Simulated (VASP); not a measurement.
# MgBe (P6mm) in VASP: reference runs

How does MgBe come out in PBE? The cell is run as given.

Program: VASP 6.6.1. These are calculated values, not measurements. Logs are shortened: lines on timing, memory, paths and dates and some standing lists are left out, and cuts for length are marked.

**1. Starting point**

Symmetry: P6mm, No. 183, hexagonal system. Conventional cell: a = 2.400 Å, b = 2.400 Å, c = 4.901 Å, α = 90.00°, β = 90.00°, γ = 120.00°. Mg (site symmetry 6mm) is surrounded by 1 Be at 2.22 Å and 6 Mg at 2.40 Å. Be (site symmetry 6mm) has 1 Mg at 2.22 Å and 6 Be at 2.40 Å as nearest neighbours.

The cell was built by a generator and needn't be a form met in nature.

**2. Single point, PBE**

Input file INCAR:

```
ALGO     = Normal         # electronic algorithm
EDIFF    = 1E-7           # SCF threshold, eV
ENCUT    = 520            # plane-wave cutoff, eV
GGA      = PE             # functional
ISIF     = 2              # what is computed and relaxed
ISMEAR   = -1             # smearing method
LASPH    = True           # aspherical terms in the spheres
LCHARG   = False          # write CHGCAR
LREAL    = False          # projectors in reciprocal space
LWAVE    = False          # write WAVECAR
NBANDS   = 9              # bands
NELM     = 60             # most SCF steps
PREC     = Accurate       # precision mode
SIGMA    = 0.05           # smearing width, eV
```

Input file KPOINTS:

```
k-points
0
Gamma
  13 13 6
```

Input file POSCAR:

```
MgBe
1.0
    2.3995486400      0.0000000000      0.0000000000
   -1.1997743200      2.0780700800      0.0000000000
    0.0000000000      0.0000000000      4.9009135800
Mg Be
1 1
Direct
    0.0000000000      0.0000000000      0.0433479700
    0.0000000000      0.0000000000      0.5905093500
```

Potentials or basis: VASP PAW PBE potentials, release 64 (Mg, Be).

Launch:

```bash
> cat potpaw_PBE.64/Mg/POTCAR potpaw_PBE.64/Be/POTCAR > POTCAR
> mpirun -np 1 vasp_std > vasp.out
```

OUTCAR:

```text
EDIFF = 1E-7
   ENCUT = 520
   GGA = PE
   ISIF = 2
   ISMEAR = -1
   LASPH = True
   LREAL = False
   NELM = 60
   PREC = Accurate

 ion  position               nearest neighbor table
   1  0.000  0.000  0.043-   2 2.22   2 2.68
   2  0.000  0.000  0.591-   1 2.22   1 2.68

  LATTYP: Found a hexagonal cell.
 ALAT       =     2.3995486400
 C/A-ratio  =     2.0424314383

  Lattice vectors:

 A1 = (   2.3995486400,   0.0000000000,   0.0000000000)
 A2 = (  -1.1997743200,   2.0780700800,   0.0000000000)
 A3 = (   0.0000000000,   0.0000000000,   4.9009135800)

Analysis of symmetry for initial positions (statically):
=====================================================================
 Subroutine PRICEL returns:
 Original cell was already a primitive cell.

 Routine SETGRP: Setting up the symmetry group for a
 hexagonal supercell.

 Subroutine GETGRP returns: Found 12 space group operations
 (whereof 12 operations were pure point group operations)
 out of a pool of 24 trial point group operations.

The static configuration has the point symmetry C_6v.

Analysis of symmetry for dynamics (positions and initial velocities):
=====================================================================
 Subroutine PRICEL returns:
 Original cell was already a primitive cell.

 Routine SETGRP: Setting up the symmetry group for a
 hexagonal supercell.

 Subroutine GETGRP returns: Found 12 space group operations
 (whereof 12 operations were pure point group operations)
 out of a pool of 24 trial point group operations.

The dynamic configuration has the point symmetry C_6v.

 Subroutine INISYM returns: Found 12 space group operations
 (whereof 12 operations are pure point group operations),
 and found     1 'primitive' translations

----------------------------------------------------------------------------------------

                                     Primitive cell

  volume of cell :      24.4381

  direct lattice vectors                    reciprocal lattice vectors
     2.399548640  0.000000000  0.000000000     0.416745043  0.240607862  0.000000000
    -1.199774320  2.078070080  0.000000000     0.000000000  0.481215725  0.000000000
     0.000000000  0.000000000  4.900913580     0.000000000  0.000000000  0.204043590

  length of vectors
     2.399548640  2.399548640  4.900913580     0.481215725  0.481215725  0.204043590

[... 84 lines left out ...]
   IBRION =     -1    ionic relax: 0-MD 1-quasi-New 2-CG
   NFREE  =      0    steps in history (QN), initial steepest desc. (CG)
   ISIF   =      2    stress and relaxation
   ISYM   =      2    0-nonsym 1-usesym 2-fastsym
   POTIM  = 0.5000    time-step for ionic-motion
   TEBEG  =    0.0;   TEEND  =   0.0 temperature during run
   PSTRESS=    0.0 pullay stress
   NELECT =       4.0000    total number of electrons
   NUPDOWN=      -1.0000    fix difference up-down
   EMIN   =  10.00;   EMAX   =-10.00  energy-range for DOS
   EFERMI =   0.00;   METHOD = LEGACY
   ISMEAR =    -1;   SIGMA  =   0.05  broadening in eV -4-tet -1-fermi 0-gaus
   EFERMI_NEDOS =   21; number of points for ismear=-14 and -15
   IALGO  =     38    algorithm
   IMIX   =      4    mixing-type and parameters
     AMIX     =   0.40;   BMIX     =  1.00
     AMIX_MAG =   1.60;   BMIX_MAG =  1.00
  volume/ion in A,a.u.               =      12.22        82.46
  Fermi-wavevector in a.u.,A,eV,Ry     =   0.895514  1.692277 10.911138  0.801946
  Thomas-Fermi vector in A             =   2.017856
   LORBIT       =      0    0 simple, 1 ext, 2 COOP (PROOUT), +10 PAW based schemes
   GGA     = PE    functional components
   LHFCALC =     F    Hartree Fock is set to
   AEXX    =    0.0000 exact exchange contribution
   IVDW    =     0    specifies the selected vdW correction
   LEPSILON=     F    determine dielectric tensor
   LRPA    =     F    only Hartree local field effects (RPA)
 non-spin polarized calculation
  energy-cutoff  :      520.00
  volume of cell :       24.44
 maximum number of plane-waves:       682
 NGX is ok and might be reduce to    18
   NGX =  9   NGY =  9   NGZ = 19

 number of electron       4.0000000 magnetization

 Free energy of the ion-electron system (eV)
  ---------------------------------------------------
  ext. energy  EPLUGINS =         0.00000000
  ---------------------------------------------------
  free energy    TOTEN  =        -2.40422113 eV

  energy without entropy =       -2.39969486  energy(sigma->0) =       -2.40195800

 E-fermi :   5.5180     XC(G=0):  -9.9522

 val. band max:        5.4440470304   @ k =   0.3846   0.2308   0.0000
 cond. band min:       5.5267180661   @ k =   0.1538   0.1538   0.1667
 fundamental gap:      0.0826710356
 Fermi energy:         5.5179948500

 k-point     1 :       0.0000    0.0000    0.0000
  band No.  band energies     occupation
      1      -4.1806      2.00000
      2       1.0703      2.00000
      3       2.0149      2.00000
      4      16.1112      0.00000
      5      18.7325      0.00000
      6      20.6416      0.00000
      7      20.6416      0.00000
      8      24.7418      0.00000
      9      24.7418      0.00000
[... 265 lines left out ...]
 k-point    24 :       0.1538   -0.0000    0.1667
  band No.  band energies     occupation
      1      -3.2953      2.00000
      2       0.5693      2.00000
      3       4.1946      2.00000
      4      14.2461      0.00000
      5      17.1067      0.00000
      6      19.0233      0.00000
      7      19.7951      0.00000
      8      22.0256      0.00000
      9      24.6998      0.00000

 [... further k-points ...]

------------------------ aborting loop because EDIFF is reached ----------------------------------------

  FORCE on cell =-STRESS in cart. coord.  units (eV):
  Direction    XX          YY          ZZ          XY          YZ          ZX
  --------------------------------------------------------------------------------------
  -------------------------------------------------------------------------------------
  Total        5.9660101      5.9660101      3.4969423      0.0000000      0.0000000      0.0000000
  in kB      391.1359850    391.1359851    229.2620932      0.0000000      0.0000000      0.0000000
  external PRESSURE =     337.1780211 kB  Pullay stress =       0.0000000 kB

 VOLUME and BASIS-vectors are now :
 -----------------------------------------------------------------------------
  energy-cutoff  :      520.00
  volume of cell :       24.44
      direct lattice vectors                 reciprocal lattice vectors
     2.399548640  0.000000000  0.000000000     0.416745043  0.240607862  0.000000000
    -1.199774320  2.078070080  0.000000000     0.000000000  0.481215725  0.000000000
     0.000000000  0.000000000  4.900913580     0.000000000  0.000000000  0.204043590

 POSITION                                       TOTAL-FORCE (eV/Angst)
 -----------------------------------------------------------------------------------
      0.00000      0.00000      0.21244         0.000000     -0.000000      1.734571
      0.00000      0.00000      2.89404        -0.000000      0.000000     -1.734571
 -----------------------------------------------------------------------------------
    total drift:                               -0.000000     -0.000000      0.000008

  FREE ENERGIE OF THE ION-ELECTRON SYSTEM (eV)
  ---------------------------------------------------
  free  energy   TOTEN  =        -2.4042211285 eV

  energy  without entropy=       -2.3996948650  energy(sigma->0) =       -2.40195800
```

stdout:

```text
POSCAR found type information on POSCAR MgBe
 POSCAR found :  2 types and       2 ions
 scaLAPACK will be used
 LDA part: xc-table for (Slater+PW92), standard interpolation
 POSCAR, INCAR and KPOINTS ok, starting setup
 FFT: planning ... GRIDC
 FFT: planning ... GRID_SOFT
 FFT: planning ... GRID
 WAVECAR not read
 entering main loop
```

It took 14 s on 1 thread of Intel Xeon Platinum 8259CL at 2.50GHz (Skylake/Cascade Lake), shared host; peak memory 0.14 GiB.

What came out:

| Quantity | Value |
| --- | --- |
| Free energy | -2.4042 eV |
| Pressure | 33.7 GPa |
| Largest force | 1.735 eV/Å |
| Band gap on the k mesh | none (metal or under the smearing width) |

Forces on the atoms (eV/Å):
```
Mg   0.000  0.000  1.735
Be   0.000  0.000 -1.735
```

Caveat: a pressure of tens of GPa on the cell as given is suspect, and the run, the potentials or the cell itself is likely at fault; forces of over 1 eV/Å show positions far from the minimum, so gaps and moduli don't describe the material at rest.
